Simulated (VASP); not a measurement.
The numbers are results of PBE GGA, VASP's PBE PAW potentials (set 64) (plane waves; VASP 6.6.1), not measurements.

A VASP calculation is set up with these files.

### POSCAR
```
Cd
1
    1.4900000000    -2.5807560000     0.0000000000
    1.4900000000     2.5807560000     0.0000000000
    0.0000000000     0.0000000000     5.6200000000
Cd
2
Direct
  0.3333330000   0.6666670000   0.2500000000
  0.6666670000   0.3333330000   0.7500000000
```

**INCAR**
```
ISMEAR=1   ! Methfessel-Paxton
ENCUT=480
SIGMA=0.1   ! width (eV)
ALGO=Normal   ! blocked Davidson
SYSTEM=Cd
LWAVE=.False.
LCHARG=.False.
PREC=Accurate
LMAXMIX=4
NELM=100   ! most electronic steps
NSW=60
GGA=PE   ! PBE
LASPH=.True.   ! aspherical one-centre terms
EDIFFG=-0.01
EDIFF=1E-6   ! SCF stop (eV)
IBRION=2   ! conjugate gradients
LREAL=.False.   ! projection in real space or not
ISIF=3
```

### KPOINTS
```
Regular mesh
0
Gamma
  13 13 6
```

POTCAR, in this order: Cd (PBE.64 set). Program: vasp_std.

The resulting files:

OSZICAR:
```
       N       E                     dE             d eps       ncg     rms          rms(c)
DAV:   1     0.158376119457E+03    0.15838E+03   -0.12840E+04  2688   0.142E+03
DAV:   2     0.165304348420E+01   -0.15672E+03   -0.15357E+03  2752   0.363E+02
DAV:   3    -0.157735158601E+01   -0.32304E+01   -0.32255E+01  3320   0.625E+01
DAV:   4    -0.158108524558E+01   -0.37337E-02   -0.37336E-02  3112   0.186E+00
DAV:   5    -0.158109581369E+01   -0.10568E-04   -0.10568E-04  3384   0.927E-02    0.456E+00
DAV:   6    -0.148235619625E+01    0.98740E-01   -0.29159E-01  2848   0.705E+00    0.361E+00
DAV:   7    -0.147778395454E+01    0.45722E-02   -0.32896E-02  3072   0.190E+00    0.167E+00
DAV:   8    -0.147807400801E+01   -0.29005E-03   -0.36130E-03  2920   0.869E-01    0.930E-02
DAV:   9    -0.147811195089E+01   -0.37943E-04   -0.22729E-05  3480   0.575E-02    0.381E-02
DAV:  10    -0.147815338561E+01   -0.41435E-04   -0.35571E-05  2976   0.666E-02    0.392E-03
DAV:  11    -0.147815332275E+01    0.62861E-07   -0.37721E-08  2064   0.215E-03
   1 F= -.14781533E+01 E0= -.14779846E+01  d E =-.147815E+01
       N       E                     dE             d eps       ncg     rms          rms(c)
DAV:   1    -0.248674799869E+01   -0.10086E+01   -0.20657E+01  2696   0.613E+01    0.852E+00
DAV:   2    -0.158898623432E+01    0.89776E+00   -0.23347E+00  2792   0.208E+01    0.268E+00
DAV:   3    -0.151868039284E+01    0.70306E-01   -0.12210E-01  2984   0.421E+00    0.230E+00
DAV:   4    -0.150012105189E+01    0.18559E-01   -0.13359E-02  2848   0.101E+00    0.409E-01
DAV:   5    -0.149976517125E+01    0.35588E-03   -0.96263E-04  3144   0.276E-01    0.857E-02
DAV:   6    -0.149981956217E+01   -0.54391E-04   -0.10478E-04  3032   0.103E-01    0.240E-02
DAV:   7    -0.149981801548E+01    0.15467E-05   -0.13997E-05  2992   0.495E-02    0.463E-03
DAV:   8    -0.149981808779E+01   -0.72308E-07   -0.15914E-07  1496   0.364E-03
   2 F= -.14998181E+01 E0= -.14997196E+01  d E =-.216648E-01
       N       E                     dE             d eps       ncg     rms          rms(c)
DAV:   1    -0.150235654387E+01   -0.25385E-02   -0.50288E-02  2712   0.293E+00    0.366E-01
DAV:   2    -0.150002175247E+01    0.23348E-02   -0.66017E-03  2744   0.110E+00    0.108E-01
DAV:   3    -0.149987631835E+01    0.14543E-03   -0.30303E-04  3048   0.197E-01    0.887E-02
DAV:   4    -0.149985231488E+01    0.24003E-04   -0.34081E-05  2800   0.471E-02    0.667E-03
DAV:   5    -0.149985260489E+01   -0.29001E-06   -0.11890E-06  2176   0.126E-02
   3 F= -.14998526E+01 E0= -.14997379E+01  d E =-.216993E-01
       N       E                     dE             d eps       ncg     rms          rms(c)
DAV:   1    -0.150019975979E+01   -0.34744E-03   -0.72661E-03  2704   0.111E+00    0.139E-01
DAV:   2    -0.149985777931E+01    0.34198E-03   -0.95336E-04  2744   0.418E-01    0.420E-02
DAV:   3    -0.149983755269E+01    0.20227E-04   -0.43974E-05  3056   0.752E-02    0.345E-02
DAV:   4    -0.149983683469E+01    0.71800E-06   -0.51077E-06  2344   0.183E-02
   4 F= -.14998368E+01 E0= -.14997152E+01  d E =-.216835E-01
       N       E                     dE             d eps       ncg     rms          rms(c)
DAV:   1    -0.150114853086E+01   -0.13110E-02   -0.50970E-02  2848   0.211E+00    0.182E-01
DAV:   2    -0.150032720090E+01    0.82133E-03   -0.82785E-04  2872   0.402E-01    0.941E-02
DAV:   3    -0.150001262058E+01    0.31458E-03   -0.35991E-04  2872   0.189E-01    0.390E-02
DAV:   4    -0.149999058898E+01    0.22032E-04   -0.68294E-05  3112   0.845E-02    0.165E-02
DAV:   5    -0.149999040961E+01    0.17937E-06   -0.47016E-06  2816   0.266E-02
   5 F= -.14999904E+01 E0= -.14998856E+01  d E =-.153575E-03
       N       E                     dE             d eps       ncg     rms          rms(c)
DAV:   1    -0.150007184780E+01   -0.81259E-04   -0.29425E-03  2848   0.507E-01    0.426E-02
DAV:   2    -0.150002504624E+01    0.46802E-04   -0.45873E-05  2864   0.955E-02    0.225E-02
DAV:   3    -0.150000711633E+01    0.17930E-04   -0.20806E-05  2888   0.454E-02    0.933E-03
DAV:   4    -0.150000627376E+01    0.84257E-06   -0.38501E-06  2904   0.201E-02
   6 F= -.15000063E+01 E0= -.14998999E+01  d E =-.169439E-03
```

OUTCAR:
```
------------------------ aborting loop because EDIFF is reached ----------------------------------------
  FORCE on cell =-STRESS in cart. coord.  units (eV):
  Direction    XX          YY          ZZ          XY          YZ          ZX
  --------------------------------------------------------------------------------------
  Total        0.0168783      0.0168783     -0.0166810      0.0000000     -0.0000000      0.0000000
  in kB        0.5936921      0.5936922     -0.5867537      0.0000000     -0.0000000      0.0000000
  external PRESSURE =       0.2002102 kB  Pullay stress =       0.0000000 kB
  volume of cell :       45.55
      direct lattice vectors                 reciprocal lattice vectors
     1.522565787 -2.637161618  0.000000000     0.328393035 -0.189597784  0.000000000
     1.522565787  2.637161618  0.000000000     0.328393035  0.189597784  0.000000000
    -0.000000000  0.000000000  5.671977420    -0.000000000  0.000000000  0.176305356
 POSITION                                       TOTAL-FORCE (eV/Angst)
 -----------------------------------------------------------------------------------
      1.52257      0.87906      1.41799        -0.000000      0.000000      0.000000
      1.52257     -0.87906      4.25398         0.000000     -0.000000      0.000000
 -----------------------------------------------------------------------------------
    total drift:                               -0.000000      0.000207      0.000001
  FREE ENERGIE OF THE ION-ELECTRON SYSTEM (eV)
  ---------------------------------------------------
  free  energy   TOTEN  =        -1.5000062738 eV

  energy  without entropy=       -1.4996871879  energy(sigma->0) =       -1.49989991

 reached required accuracy - stopping structural energy minimisation
```
(Selected blocks of OUTCAR.)

### CONTCAR
```
Cd
   1.00000000000000
     1.5225657872739708   -2.6371616176431747    0.0000000000000000
     1.5225657872739708    2.6371616176431747    0.0000000000000000
    -0.0000000000000000    0.0000000000000000    5.6719774196559367
  Cd
     2
Direct
     0.3333330000000032    0.6666669999999968    0.2500000000000000
     0.6666669999999968    0.3333330000000032    0.7500000000000000
```

Energy and stress use the plane-wave basis of the starting cell.

The compound is Cd in the hcp structure. This run relaxes it. Symmetry was kept, so distortions that lower it aren't found.
